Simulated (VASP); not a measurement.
Given:

```
V
1.0
   -1.46473     1.46473     1.46473
    1.46473    -1.46473     1.46473
    1.46473     1.46473    -1.46473
V
1
Direct
  0.00000   0.00000   0.00000
```

Calculation: PBEsol GGA, VASP's PBE PAW potentials (set 64) (plane waves; VASP). Numerical set-up: 520 eV cut-off, 17×17×17 Γ-centred mesh, first-order Methfessel-Paxton smearing of 0.10 eV, potentials V_sv.

### Question
Give the stress tensor in GPa (positive for a compressed cell).

### Answer

```
6.42  0.00  0.00
0.00  6.42  0.00
0.00  0.00  6.42
```
The pressure is its mean diagonal, 6.42 GPa.

The compound is V in the bcc structure. This cell is one point of a volume scan, at 0.97 of the reference volume. The run is not spin-polarised, so no magnetic state was tried.
